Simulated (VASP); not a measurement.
Output of a VASP run:

**OUTCAR**
```
 ion  position               nearest neighbor table
   1  0.333  0.667  0.250-   3 1.46   3 1.46   3 1.46
   2  0.667  0.333  0.750-   4 1.46   4 1.46   4 1.46
   3  0.667  0.333  0.250-   1 1.46   1 1.46   1 1.46
   4  0.333  0.667  0.750-   2 1.46   2 1.46   2 1.46
  LATTYP: Found a hexagonal cell.
 ALAT       =     2.5210551872
 C/A-ratio  =     2.7462980508
 Subroutine PRICEL returns:
 Original cell was already a primitive cell.
 Subroutine GETGRP returns: Found 24 space group operations
The static configuration has the point symmetry D_3d.
 The point group associated with its full space group is D_6h.
The dynamic configuration has the point symmetry D_3d.
 Subroutine INISYM returns: Found 24 space group operations
 Subroutine IBZKPT returns following result:
 Found     42 irreducible k-points:

 Following reciprocal coordinates:
            Coordinates               Weight
  0.000000  0.000000  0.000000      1.000000
  0.100000  0.000000  0.000000      6.000000
  0.200000  0.000000  0.000000      6.000000
  0.300000 -0.000000  0.000000      6.000000
  0.400000 -0.000000  0.000000      6.000000
  0.500000  0.000000  0.000000      3.000000
  0.100000  0.100000  0.000000      6.000000
  0.200000  0.100000  0.000000     12.000000
  0.300000  0.100000  0.000000     12.000000
  0.400000  0.100000  0.000000     12.000000
  0.200000  0.200000  0.000000      6.000000
  0.300000  0.200000  0.000000     12.000000
  0.400000  0.200000  0.000000      6.000000
  0.300000  0.300000  0.000000      6.000000
  0.000000  0.000000  0.250000      2.000000
  0.100000  0.000000  0.250000     12.000000
  0.200000  0.000000  0.250000     12.000000
  0.300000 -0.000000  0.250000     12.000000
  0.400000 -0.000000  0.250000     12.000000
  0.500000  0.000000  0.250000      6.000000
  0.100000  0.100000  0.250000     12.000000
  0.200000  0.100000  0.250000     24.000000
  0.300000  0.100000  0.250000     24.000000
  0.400000  0.100000  0.250000     24.000000
  0.200000  0.200000  0.250000     12.000000
  0.300000  0.200000  0.250000     24.000000
  0.400000  0.200000  0.250000     12.000000
  0.300000  0.300000  0.250000     12.000000
  0.000000  0.000000  0.500000      1.000000
  0.100000  0.000000  0.500000      6.000000
  0.200000  0.000000  0.500000      6.000000
  0.300000 -0.000000  0.500000      6.000000
  0.400000 -0.000000  0.500000      6.000000
  0.500000  0.000000  0.500000      3.000000
  0.100000  0.100000  0.500000      6.000000
  0.200000  0.100000  0.500000     12.000000
  0.300000  0.100000  0.500000     12.000000
  0.400000  0.100000  0.500000     12.000000
  0.200000  0.200000  0.500000      6.000000
  0.300000  0.200000  0.500000     12.000000
   k-points           NKPTS =     42   k-points in BZ     NKDIM =     42   number of bands    NBANDS=     12
   number of dos      NEDOS =    301   number of ions     NIONS =      4
   total plane-waves  NPLWV =  21600
   dimension x,y,z NGX =    20 NGY =   20 NGZ =   54
   dimension x,y,z NGXF=    40 NGYF=   40 NGZF=  108
   ions per type =               2   2
   PREC   = accura    normal or accurate (medium, high low for compatibility)
   ISTART =      0    job   : 0-new  1-cont  2-samecut
   ICHARG =      2    charge: 1-file 2-atom 10-const
   ISPIN  =      1    spin polarized calculation?
   LNONCOLLINEAR =      F non collinear calculations
   LSORBIT =      F    spin-orbit coupling
   INIWAV =      1    electr: 0-lowe 1-rand  2-diag
   ENCUT  =  520.0 eV  38.22 Ry    6.18 a.u.   4.69  4.69 12.87*2*pi/ulx,y,z
   NELM   =    100;   NELMIN=  2; NELMDL= -5     # of ELM steps
   EDIFF  = 0.1E-06   stopping-criterion for ELM
   LREAL  =      F    real-space projection
   NLSPLINE    = F    spline interpolate recip. space projectors
   LMAXMIX     =    2 max onsite mixed and CHGCAR
   VOSKOWN=      0    Vosko Wilk Nusair interpolation
...
```

### OSZICAR
```
       N       E                     dE             d eps       ncg     rms          rms(c)
DAV:   1     0.729683983411E+02    0.72968E+02   -0.84538E+03  1008   0.123E+03
DAV:   2    -0.295210806474E+02   -0.10249E+03   -0.92259E+02  1464   0.264E+02
DAV:   3    -0.342335641325E+02   -0.47125E+01   -0.46820E+01  1296   0.617E+01
DAV:   4    -0.342881314604E+02   -0.54567E-01   -0.54522E-01  1244   0.707E+00
DAV:   5    -0.342890210156E+02   -0.88956E-03   -0.88932E-03  1284   0.898E-01    0.123E+01
DAV:   6    -0.303326100569E+02    0.39564E+01   -0.11628E+01  1144   0.283E+01    0.493E+00
DAV:   7    -0.300832948157E+02    0.24932E+00   -0.59807E-01  1232   0.705E+00    0.322E+00
DAV:   8    -0.299939730911E+02    0.89322E-01   -0.53441E-01  1212   0.538E+00    0.473E-01
DAV:   9    -0.299864050863E+02    0.75680E-02   -0.21594E-02  1228   0.130E+00    0.250E-01
DAV:  10    -0.299868893443E+02   -0.48426E-03   -0.21232E-03  1240   0.523E-01    0.531E-02
DAV:  11    -0.299869207494E+02   -0.31405E-04   -0.36670E-04  1272   0.170E-01    0.336E-02
DAV:  12    -0.299869075043E+02    0.13245E-04   -0.11192E-04  1260   0.965E-02    0.514E-03
DAV:  13    -0.299869076697E+02   -0.16538E-06   -0.24974E-06  1280   0.159E-02    0.146E-03
DAV:  14    -0.299869075693E+02    0.10034E-06   -0.38550E-07  1260   0.585E-03    0.745E-04
DAV:  15    -0.299869074326E+02    0.13678E-06   -0.59816E-08   780   0.211E-03    0.199E-04
DAV:  16    -0.299869074621E+02   -0.29549E-07   -0.67497E-09   680   0.753E-04
   1 F= -.29986907E+02 E0= -.29986907E+02  d E =-.299869E+02
```

OUTCAR:
```
------------------------ aborting loop because EDIFF is reached ----------------------------------------
  FORCE on cell =-STRESS in cart. coord.  units (eV):
  Direction    XX          YY          ZZ          XY          YZ          ZX
  --------------------------------------------------------------------------------------
  Total       -0.0069787     -0.0069787      0.0124281      0.0000000      0.0000000      0.0000000
  in kB       -0.2934016     -0.2934018      0.5225060      0.0000000      0.0000000      0.0000000
  external PRESSURE =      -0.0214325 kB  Pullay stress =       0.0000000 kB
  volume of cell :       38.11
      direct lattice vectors                 reciprocal lattice vectors
     1.260527422 -2.183297936  0.000000000     0.396659360 -0.229011346  0.000000000
     1.260527422  2.183297936  0.000000000     0.396659360  0.229011346  0.000000000
     0.000000000  0.000000000  6.923568947     0.000000000  0.000000000  0.144434179
  FREE ENERGIE OF THE ION-ELECTRON SYSTEM (eV)
  ---------------------------------------------------
  free  energy   TOTEN  =       -29.9869074621 eV

  energy  without entropy=      -29.9869074621  energy(sigma->0) =      -29.98690746

 reached required accuracy - stopping structural energy minimisation
```
(Selected blocks of OUTCAR.)

### POSCAR
```
BN
1
    1.2605274218    -2.1832979357     0.0000000000
    1.2605274218     2.1832979357     0.0000000000
    0.0000000000     0.0000000000     6.9235689468
B N
2 2
Direct
  0.3333330000   0.6666670000   0.2500000000
  0.6666670000   0.3333330000   0.7500000000
  0.6666670000   0.3333330000   0.2500000000
  0.3333330000   0.6666670000   0.7500000000
```

Q: Write an INCAR and KPOINTS that could have produced this output.

A: One answer among several that fit: the input of the run itself, vdW-DF2, plane waves, VASP's PBE PAW potentials (set 64).

File KPOINTS:
```
Automatic
0
G
10 10 4
0 0 0
```

INCAR:
```
AGGAC=0.0
ALGO=Normal
EDIFF=1E-7
EDIFFG=-0.01
ENCUT=520
GGA=ML
IBRION=2
ISIF=4
ISMEAR=0
LASPH=.TRUE.
LCHARG=.FALSE.
LREAL=.FALSE.
LUSE_VDW=.TRUE.
LWAVE=.FALSE.
NELM=100
NSW=30
PREC=Accurate
SIGMA=0.05
SYSTEM=BN
ZAB_VDW=-1.8867
```

POTCAR, in this order: B N (PBE.64 set). Program: vasp_std.

The compound is BN in the hex structure. It was relaxed first, which changed the volume by +5 %.
